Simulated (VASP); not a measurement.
Calculation: TPSS meta-GGA, VASP's PBE PAW potentials (set 64) (plane waves; VASP).

A VASP calculation is set up with these files.

POSCAR:
```
NaCl
1
    0.0000000000     2.8493863013     2.8493863013
    2.8493863013     0.0000000000     2.8493863013
    2.8493863013     2.8493863013    -0.0000000000
Na Cl
1 1
Direct
  0.0000000000   0.0000000000   0.0000000000
  0.5000000000   0.5000000000   0.5000000000
```

KPOINTS:
```
K-points
0
gamma
7 7 7
0 0 0
```

### INCAR
```
ALGO  =  Normal
EDIFF  =  1E-6
EDIFFG  =  -0.01
ENCUT  =  520
IBRION  =  2
ISIF  =  3
ISMEAR  =  0
LASPH  =  .True.
LCHARG  =  .False.
LMIXTAU  =  .True.
LREAL  =  .False.
LWAVE  =  .False.
METAGGA  =  TPSS
NELM  =  100
NSW  =  60
PREC  =  Accurate
SIGMA  =  0.05
SYSTEM  =  NaCl
```

POTCAR, in this order: Na_pv Cl (PBE.64 set). Program: vasp_std.

Output

File OSZICAR:
```
       N       E                     dE             d eps       ncg     rms          rms(c)
DAV:   1     0.963554048301E+02    0.96355E+02   -0.78768E+03   440   0.135E+03
DAV:   2    -0.311065723750E+01   -0.99466E+02   -0.92570E+02   491   0.301E+02
DAV:   3    -0.125118868721E+02   -0.94012E+01   -0.92703E+01   544   0.966E+01
DAV:   4    -0.127615307460E+02   -0.24964E+00   -0.24941E+00   506   0.159E+01
DAV:   5    -0.127664921758E+02   -0.49614E-02   -0.49611E-02   581   0.241E+00    0.301E+00
DAV:   6    -0.157035861477E+02   -0.29371E+01   -0.37082E+00   446   0.304E+01    0.125E+00
DAV:   7    -0.156848441648E+02    0.18742E-01   -0.55560E-01   509   0.126E+01    0.805E-01
DAV:   8    -0.158850961211E+02   -0.20025E+00   -0.17078E-01   455   0.563E+00    0.752E-01
DAV:   9    -0.158887756029E+02   -0.36795E-02   -0.59242E-03   500   0.101E+00    0.654E-01
DAV:  10    -0.158955460985E+02   -0.67705E-02   -0.15683E-02   449   0.136E+00    0.139E-01
DAV:  11    -0.158983204705E+02   -0.27744E-02   -0.31036E-03   497   0.503E-01    0.145E-01
DAV:  12    -0.158973676425E+02    0.95283E-03   -0.43298E-04   476   0.316E-01    0.632E-02
DAV:  13    -0.158983738163E+02   -0.10062E-02   -0.34238E-04   452   0.205E-01    0.432E-02
DAV:  14    -0.158984290415E+02   -0.55225E-04   -0.25413E-05   476   0.795E-02    0.329E-02
DAV:  15    -0.158984229706E+02    0.60709E-05   -0.87303E-06   497   0.381E-02    0.661E-03
DAV:  16    -0.158984331081E+02   -0.10138E-04   -0.37335E-06   440   0.270E-02    0.131E-03
DAV:  17    -0.158984325316E+02    0.57654E-06   -0.73701E-07   445   0.107E-02
   1 F= -.15898433E+02 E0= -.15898433E+02  d E =-.158984E+02
```

### OUTCAR
```
------------------------ aborting loop because EDIFF is reached ----------------------------------------
  FORCE on cell =-STRESS in cart. coord.  units (eV):
  Direction    XX          YY          ZZ          XY          YZ          ZX
  --------------------------------------------------------------------------------------
  Total       -0.0043306     -0.0043306     -0.0043306     -0.0000000      0.0000000     -0.0000000
  in kB       -0.1499589     -0.1499589     -0.1499589     -0.0000000      0.0000000     -0.0000000
  external PRESSURE =      -0.1499589 kB  Pullay stress =       0.0000000 kB
  volume of cell :       46.27
      direct lattice vectors                 reciprocal lattice vectors
     0.000000000  2.849386301  2.849386301    -0.175476382  0.175476382  0.175476382
     2.849386301  0.000000000  2.849386301     0.175476382 -0.175476382  0.175476382
     2.849386301  2.849386301  0.000000000     0.175476382  0.175476382 -0.175476382
  FREE ENERGIE OF THE ION-ELECTRON SYSTEM (eV)
  ---------------------------------------------------
  free  energy   TOTEN  =       -15.8984325316 eV

  energy  without entropy=      -15.8984325316  energy(sigma->0) =      -15.89843253

 reached required accuracy - stopping structural energy minimisation
```
(Selected blocks of OUTCAR.)

### OUTCAR
```
 val. band max:       -1.0544909957   @ k =   0.0000   0.0000   0.0000

 cond. band min:       4.2979267797   @ k =   0.0000   0.0000   0.0000


 Fermi energy:        -0.7643041620

 k-point     1 :       0.0000    0.0000    0.0000
  band No.  band energies     occupation
      1     -22.1011      2.00000
      2     -22.1011      2.00000
      3     -22.1011      2.00000
      4     -13.9204      2.00000
      5      -1.0545      2.00000
      6      -1.0545      2.00000
      7      -1.0545      2.00000
      8       4.2979      0.00000
      9      10.3370      0.00000
     10      10.3370      0.00000
     11      10.3371      0.00000

 k-point     2 :       0.1429    0.0000    0.0000
  band No.  band energies     occupation
      1     -22.1058      2.00000
      2     -22.1015      2.00000
      3     -22.1015      2.00000
      4     -13.8658      2.00000
      5      -1.4861      2.00000
      6      -1.1032      2.00000
      7      -1.1032      2.00000
      8       4.9026      0.00000
      9       9.6534      0.00000
     10      10.5662      0.00000
     11      10.5663      0.00000

 k-point     3 :       0.2857    0.0000    0.0000
  band No.  band energies     occupation
      1     -22.1162      2.00000
      2     -22.1022      2.00000
      3     -22.1022      2.00000
      4     -13.7391      2.00000
      5      -2.2699      2.00000
      6      -1.2088      2.00000
      7      -1.2088      2.00000
      8       5.9739      0.00000
      9       9.1384      0.00000
     10      10.5347      0.00000
     11      10.5348      0.00000

 k-point     4 :       0.4286    0.0000    0.0000
  band No.  band energies     occupation
      1     -22.1245      2.00000
      2     -22.1028      2.00000
      3     -22.1028      2.00000
      4     -13.6334      2.00000
      5      -2.7950      2.00000
      6      -1.2899      2.00000
      7      -1.2899      2.00000
      8       6.4191      0.00000
      9       9.5842      0.00000
...
```

The compound is NaCl in the rock salt structure. It was relaxed first. The start is the result of an earlier pass.
